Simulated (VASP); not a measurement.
Method: PBE GGA, VASP's PBE PAW potentials (set 64) (plane waves; VASP).

Input for VASP

KPOINTS:
```
Automatic mesh
0
Gamma
14 14 14
0 0 0
```

### INCAR
```
# general
SYSTEM  =LiH
PREC    =Accurate
ENCUT   =400
LREAL   =.FALSE.
LASPH   =.TRUE.

# electronic loop
EDIFF   =1E-8   # SCF stop (eV)
NELM    =100   # most electronic steps
ALGO    =Normal   # blocked Davidson

# smearing
ISMEAR  =0   # Gaussian
SIGMA   =0.01   # width (eV)

# functional
GGA     =PE   # PBE

# ions
IBRION  =8   # DFPT with symmetry
NSW     =1   # most ionic steps
ISIF    =2

# output
LWAVE   =.FALSE.
LCHARG  =.FALSE.

# other
LEPSILON=.TRUE.
```

File POSCAR:
```
LiH
2.8889090
  0.0000000000   0.7071067313   0.7071067313
  0.7071067313   0.0000000000   0.7071067313
  0.7071067313   0.7071067313   0.0000000000
Li H
1 1
direct
  0.0000000000   0.0000000000   0.0000000000
  0.5000000000   0.5000000000   0.5000000000
```

POTCAR, in this order: Li_sv H (PBE.64 set). Program: vasp_std.

Problem. What will the output report for the number of irreducible k-points (NKPTS), largest plane-wave count, number of space-group operations, FFT grid (NGX, NGY, NGZ)?

Solution. 
| Property | Value |
|---|---|
| number of irreducible k-points (NKPTS) | 104 |
| largest plane-wave count | 331 |
| number of space-group operations | 48 |
| FFT grid (NGX, NGY, NGZ) | 20 × 20 × 20 |

The structure comes from a computed database's LiH entry; how it stands against other phases isn't given here. The cell was not relaxed at this level. The run is one of a series of settings (EDIFF = 1E-8, IBRION = 8, LEPSILON = .TRUE., NSW = 1 against the base run), some of them coarse on purpose.
